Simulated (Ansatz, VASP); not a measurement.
# CaHfSe3 in two plane-wave programs, part 3 of 3

Wanted: the spread between two codes on one cell, functional and k mesh. The cell is generated by rule, not measured, and may not be a known phase. The cell is taken from a series of runs on this material, whose earlier steps may have relaxed, scaled, displaced or heated it; both programs get it as it stands.

VASP 6.6.1 and Ansatz 0.2.0.

So far: The structure; VASP: zone-centre phonons, LDA.

The structure was built from a prototype and need not be the compound's stable phase.

## Step 3: Ansatz: zone-centre phonons, LDA

Level of this step: Ansatz beside VASP: Kohn-Sham DFT, plane waves, LDA (Ansatz).

Ansatz runs on its PAW soft_1 files.

The same cell, functional (in two slightly different forms), mesh and smearing now go to Ansatz, which takes its cutoff from its data sets.

The input, input.yaml:

```yaml
crystal:
  lattice:
    - [5.0591416367, 0.0, 0.0]
    - [0.0, 5.0591416367, 0.0]
    - [0.0, 0.0, 5.3429579847]
  atoms:
    - { symbol: Ca, position: [0.0, 0.0, 0.1677229766] }
    - { symbol: Hf, position: [0.5, 0.5, 0.5326447511] }
    - { symbol: Se, position: [0.5, 0.0, 0.4344185244] }
    - { symbol: Se, position: [0.5, 0.5, 0.9867748742] }
    - { symbol: Se, position: [0.0, 0.5, 0.4344185244] }
kpoints:
  mp_grid: { grid: [6, 6, 6] }
hamiltonian:
  xc: lda
  pseudopotentials: { kind: paw, azcp: { folder: soft_1 }, xc_functional: pbe }
scf:
  occupations: { method: methfessel_paxton, width: 0.2 }
output:
  eigenvalues: true
phonons:
  method: dfpt
```

Started as:

```sh
> ansatz run input.yaml --threads 4 --pin off --max-ram 16384MiB --backend cpu --events-out ev --progress --plain --runs-dir out
```

Numbers of over 12 decimals in the logs are rounded to 6 here.

The log of the run:

```text
zone centre: on kpoints.mp_grid the ground state, and the responses unless they are solved on pairs of k-points, stand on 64 of the mesh's 216 k-points, reduced under 4 symmetry operations, with k and −k counted as one. Each operation leaves every solved displacement unchanged or reverses it
Engine: ansatz 0.2.0, aarch64-unknown-linux-gnu
Pseudopotentials: kind: paw
Pseudopotential: Ca, paw, valence charge 10, recommended cutoff 420 eV (normal), soft_1/Ca.paw.azcp
Pseudopotential: Hf, paw, valence charge 26, recommended cutoff 420 eV (normal), soft_1/Hf.paw.azcp
Pseudopotential: Se, paw, valence charge 16, recommended cutoff 420 eV (normal), soft_1/Se.paw.azcp
Functional definition: SPW92
  exchange = slater_x
  correlation = pw_c
Crystal: 5 atoms, lattice volume = 136.753 Å³
Basis set: ecut = 420 eV, 2637 PW (Γ), exchange–correlation on 72×72×72 points (8 copies of the dense FFT grid, shifted against one another)
Bands: 51, of which v1, the nominal top of the filled ones, is band 42 counted from 1 (41 counted from 0)
Symmetry: 8 space group operations
k-points: 64 of 216 (irreducible under 4 space group operations, time reversal used)
Non-local potential: Ca, projectors of the file, l = 0: 3, l = 1: 2, l = 2: 2
Non-local potential: Hf, projectors of the file, l = 0: 3, l = 1: 2, l = 2: 2, l = 3: 3
Non-local potential: Se, projectors of the file, l = 0: 2, l = 1: 2, l = 2: 3, l = 3: 1
PAW form: soft (Blöchl's): semilocal exchange-correlation on the pseudo side does not see the compensation charge
PAW frozen core: Ca, regenerated for the run's functional, and the local potential with it (the file was generated under x = pbe(κ = 0.804, μ = 0.219515), c = pbe(β = 0.066725))
PAW frozen core: Hf, regenerated for the run's functional, and the local potential with it (the file was generated under x = pbe(κ = 0.804, μ = 0.219515), c = pbe(β = 0.066725))
PAW frozen core: Se, regenerated for the run's functional, and the local potential with it (the file was generated under x = pbe(κ = 0.804, μ = 0.219515), c = pbe(β = 0.066725))
PAW one-centre angular grid: Ca, 110 points (default); XC on 64 Gauss nodes
PAW one-centre angular grid: Hf, 590 points (default); XC on 64 Gauss nodes
PAW one-centre angular grid: Se, 590 points (default); XC on 64 Gauss nodes
Initial density: superposition of atomic densities (chi_scale 0.1, normalization cell, long waves kept (reshape's long-wave potential 0.00 eV rms))
Initial wavefunctions: pseudopotential atomic-orbital guess
Functional: x = slater, c = lda
SCF iter   1: F=—  HF=-33412.716281 eV  |F-HF|=—  |Δ(HF+E_count)|=         —  Δρ=1.03e-1  dr2=3.40e1  ethr=3.10e-3  ⟨swp⟩=8.3  Hψ=12981  notcnv=0
preconditioner: auto → LDOS  [metal: Δε(μ)=0.003 eV  Ē_g=12.137 eV  σ=0.200 eV  W_gap=0.01  n_scr=32 (ndim 8)  ℏωp=19.6 eV  f_vac=0.088  D(μ)=3.26/eV (n_scr^D=18)  β→1.0]
SCF iter   2: F=—  HF=-33408.622275 eV  |F-HF|=—  |Δ(HF+E_count)|=    4.09e0  S|Δr|=    0.00e0  Δρ=6.35e-2  dr2=5.92e0  ethr=3.10e-3  ⟨swp⟩=4.0  Hψ=8289  notcnv=0  defer=141
preconditioner: auto → Resta (q_TF=auto, 2.515 Å⁻¹)  ε∞=4.0  [insulator: Δε(μ)=0.930 eV  Ē_g=12.185 eV  σ=0.200 eV  W_gap=1.01  n_scr=32 (ndim 8)  ℏωp=21.1 eV  f_vac=0.151  D(μ)=-0.00/eV (n_scr^D=0)  ε∞_Penn≈4.0  β→0.5]
SCF iter   3: F=—  HF=-33406.639545 eV  |F-HF|=—  |Δ(HF+E_count)|=    1.98e0  S|Δr|=    0.00e0  Δρ=1.59e-2  dr2=4.54e-1  ethr=3.10e-3  ⟨swp⟩=3.1  Hψ=7130  notcnv=0  defer=172
SCF iter   4: F=—  HF=-33406.553598 eV  |F-HF|=—  |Δ(HF+E_count)|=   8.59e-2  S|Δr|=    0.00e0  Δρ=6.81e-3  dr2=7.32e-2  ethr=5.41e-4  ⟨swp⟩=2.1  Hψ=4978  notcnv=0  defer=171
SCF iter   5: F=—  HF=-33406.542794 eV  |F-HF|=—  |Δ(HF+E_count)|=   1.08e-2  S|Δr|=    0.00e0  Δρ=2.35e-3  dr2=8.51e-3  ethr=8.71e-5  ⟨swp⟩=2.1  Hψ=5031  notcnv=0  defer=174
SCF iter   6: F=—  HF=-33406.540590 eV  |F-HF|=—  |Δ(HF+E_count)|=   2.20e-3  S|Δr|=    0.00e0  Δρ=7.83e-4  dr2=1.50e-3  ethr=1.01e-5  ⟨swp⟩=2.0  Hψ=5739  notcnv=0  defer=174
SCF iter   7: F=—  HF=-33406.540619 eV  |F-HF|=—  |Δ(HF+E_count)|=   2.85e-5  S|Δr|=    0.00e0  Δρ=2.60e-4  dr2=2.12e-4  ethr=1.79e-6  ⟨swp⟩=2.0  Hψ=5054  notcnv=0  defer=174
SCF iter   8: F=—  HF=-33406.540643 eV  |F-HF|=—  |Δ(HF+E_count)|=   2.43e-5  S|Δr|=    0.00e0  Δρ=1.30e-4  dr2=5.78e-5  ethr=2.52e-7  ⟨swp⟩=2.0  Hψ=5766  notcnv=0  defer=174
SCF iter   9: F=—  HF=-33406.540655 eV  |F-HF|=—  |Δ(HF+E_count)|=   1.24e-5  S|Δr|=    0.00e0  Δρ=3.24e-5  dr2=2.35e-6  ethr=6.88e-8  ⟨swp⟩=2.0  Hψ=5069  notcnv=0  defer=174
SCF iter  10: F=—  HF=-33406.540648 eV  |F-HF|=—  |Δ(HF+E_count)|=   7.59e-6  S|Δr|=    0.00e0  Δρ=1.35e-5  dr2=4.25e-7  ethr=2.80e-9  ⟨swp⟩=2.0  Hψ=5761  notcnv=0  defer=174
SCF iter  11: F=—  HF=-33406.540648 eV  |F-HF|=—  |Δ(HF+E_count)|=   3.72e-8  S|Δr|=    0.00e0  Δρ=6.55e-6  dr2=9.40e-8  ethr=5.06e-10  ⟨swp⟩=2.0  Hψ=5772  notcnv=0  defer=174
SCF iter  12: F=—  HF=-33406.540648 eV  |F-HF|=—  |Δ(HF+E_count)|=   2.88e-8  S|Δr|=    0.00e0  Δρ=1.89e-6  dr2=7.47e-9  ethr=1.12e-10  ⟨swp⟩=2.0  Hψ=5707  notcnv=0  defer=174
SCF iter  13: F=—  HF=-33406.540648 eV  |F-HF|=—  |Δ(HF+E_count)|=   2.84e-9  S|Δr|=    0.00e0  Δρ=5.31e-7  dr2=6.43e-10  ethr=8.89e-12  ⟨swp⟩=2.0  Hψ=5697  notcnv=0  defer=174
SCF iter  14: F=—  HF=-33406.540648 eV  |F-HF|=—  |Δ(HF+E_count)|=  2.55e-10  S|Δr|=    0.00e0  Δρ=3.85e-7  dr2=3.26e-10  ethr=1.00e-12  ⟨swp⟩=2.0  Hψ=5775  notcnv=0  defer=174
SCF iter  15: F=—  HF=-33406.540648 eV  |F-HF|=—  |Δ(HF+E_count)|=  1.16e-10  S|Δr|=    0.00e0  Δρ=1.26e-7  dr2=3.29e-11  ethr=1.00e-12  ⟨swp⟩=2.0  Hψ=5660  notcnv=0  defer=174
SCF iter  16: F=-33406.540648 eV  HF=-33406.540648 eV  |F-HF|=1.46e-11  |Δ(HF+E_count)|=    0.00e0  S|Δr|=    0.00e0  Δρ=4.32e-8  dr2=4.76e-12  ethr=1.00e-12  ⟨swp⟩=13.0  Hψ=18901  notcnv=0
SCF 1 converged in 16 iterations: F = -33406.540648 eV  dr2 = 4.76e-12
  greatest PAW one-centre occupation: 1.000 electrons in one spin orbital (limit 2), on the Se atom at site 3 (counted from 0), in its partial waves of l = 2
DFPT response loops at Γ: preconditioner auto → none (partly filled bands, converged f_vac=0.160); β = 0.50; Broyden in place of MSR1
SCF converged after 16 iterations
Stability not checked: this state was not tested for a lower state beside it, because cold or Methfessel-Paxton smearing, or corrected tetrahedra, fill the levels in a way that the test cannot read (fill_not_monotonic; see scf.lower_state_search)
Free energy (F): -33406.540648 eV
Harris-Foulkes:  -33406.540648 eV  (|F-HF|=1.46e-11)
Internal energy: -33406.540759 eV  (E = F + TS)
E sigma→0 (E₀):  -33406.540676 eV
Entropy (-TS):   0.000112 eV (0.022 meV/atom)
Fermi energy:    8.198652 eV
Step filling:    the computed levels leave a gap of 0.2132 eV = 1.1 smearing widths at the electron count; against every level under it full and every level over it empty, smearing changes F+E_penalty+E_count by +0.818 meV and its σ→0 estimate by +0.790 meV
--- Per-component energies (eV) ---
  E_band       = -1563.401319
  E_kinetic    = 999.307499
  E_local      = -18803.941124  (includes V_loc(G=0)·N_el)
  E_nonlocal   = -885.380802
  E_hartree    = 9268.033844
  E_xc         = -646.789089
  E_vxc        = -687.075480  (∫ρ·V_xc dr)
  E_paw        = -14414.541965  (= ΣΔE_a)
  E_vpaw       = -722.378078  (= ΣTr[D̂ρ^β])
  E_aug_tail   = -0.001031  (compensation charges beyond the density's cutoff)
  E_ewald      = -8932.620426
  E_core_change = 9.392334  (= ΣΔE_core)
  E_smearing   = 0.000112  (= −TS)
  E_closure    = -0.000000  (closes the sum)
  Σ components = -33406.540648   (vs F -33406.540648, Δ=0.00e0)
--- Band table (eV; the first three rows and the last of 64) ---
  k-point 0: bands = [... 38 lower, 6.5043, 6.9061, 6.9061, 7.1810, 8.2838, 9.4970, 9.9066, 9.9066, ... 5 higher]
  k-point 1: bands = [... 38 lower, 6.2694, 6.4820, 7.0390, 7.0390, 8.3081, 9.8352, 10.1839, 10.1839, ... 5 higher]
  k-point 2: bands = [... 38 lower, 5.9736, 5.9736, 7.1494, 7.1494, 8.3591, 10.6205, 10.7714, 10.7714, ... 5 higher]
  k-point 63: bands = [... 38 lower, 4.7663, 7.3501, 8.0706, 8.0706, 9.6111, 10.6295, 10.6295, 11.0738, ... 5 higher]
--- Phonons (Γ-DFPT): 9 representative perturbations + reference, on 64 of 216 k-points (Σ response iterations 38) ---
  k mesh reduced under 4 symmetry operations, with k and −k counted as one. Each operation leaves every solved displacement unchanged or reverses it
  ASR residual: 2.683e-5 → 0.000e0 eV/Å²; symmetrization residual: 4.536e-6 eV/Å²
  ASR residual per site (eV/Å²): 2.68e-5 2.52e-5 8.57e-6 1.42e-5 8.57e-6
  Γ frequencies (cm⁻¹): -53.59 -53.59 0.00 0.00 0.00 65.99 66.45 66.45 78.51 140.46 153.89 153.89 230.16 230.16 245.46
  non-analytic LO–TO correction: not included (Born effective charges unavailable; polar crystals: no LO–TO splitting at Γ)
```

In the SCF lines HF is the Harris–Foulkes energy and dr2 the Hartree energy of the density residual, in eV; the loop may stop once dr2 is under the threshold and the program's other checks hold. Hψ counts applications of the Hamiltonian.

## Step 4: Differences

Known differences besides the potentials themselves: the data sets hold 84 valence electrons in Ansatz (on its PAW soft_1 files) and 38 in VASP; the cutoff is 420 eV in Ansatz and 500 eV in VASP; VASP's log shows a relativistic correction to its local exchange, Ansatz's none. Total energies have different zeros and are not compared.

Both answers:

```
                                                   quantity  Ansatz   VASP  difference
optical mode 1 to 2 (imaginary, printed as negative) (cm⁻¹)   -53.6  -52.9        -0.7
                                      optical mode 3 (cm⁻¹)    66.0   67.0     -1.47 %
                                 optical mode 4 to 5 (cm⁻¹)    66.5   67.3     -1.26 %
                                      optical mode 6 (cm⁻¹)    78.5   78.9     -0.50 %
                                      optical mode 7 (cm⁻¹)   140.5  141.5     -0.73 %
                                 optical mode 8 to 9 (cm⁻¹)   153.9  156.1     -1.42 %
                               optical mode 10 to 11 (cm⁻¹)   230.2  230.0     +0.07 %
                                     optical mode 12 (cm⁻¹)   245.5  245.3     +0.06 %
```

Modes are paired by rising frequency, not by their patterns, so a pair may set unlike modes beside each other; they are those without the splitting of longitudinal modes.

## Step 5: What came out

```json
{
  "r.m.s. difference of the optical zone-centre modes, each program's sorted by frequency (zone-centre phonons, LDA)": "1.1 cm⁻¹",
  "difference in optical mode 3 (zone-centre phonons, LDA)": "-1.5 %"
}
```

**Reading.** The r.m.s. difference of the optical zone-centre modes, each program's sorted by frequency is 1.1 cm⁻¹ (zone-centre phonons, LDA). The data sets hold unlike numbers of valence electrons (84 in Ansatz and 38 in VASP), so part of the differences comes from the potentials. Among the rows given in per cent, the largest difference of the zone-centre phonons, LDA pair is in optical mode 3, -1.5 %. How closely two codes agree says nothing of how well the functional describes the real material.

[Lines on the potential files, build, host, timing and source positions are cut from VASP's logs without a mark.]

[Logs are printed without paths, hosts, clocks, repeated set-up lines and the standing remarks that a program may print on its own settings, such as how far it seeks lower states.]

[Hosts, paths, dates, database ids (printed as entryN), source tags and the programs' standing remarks are cut or masked in the printed files.]
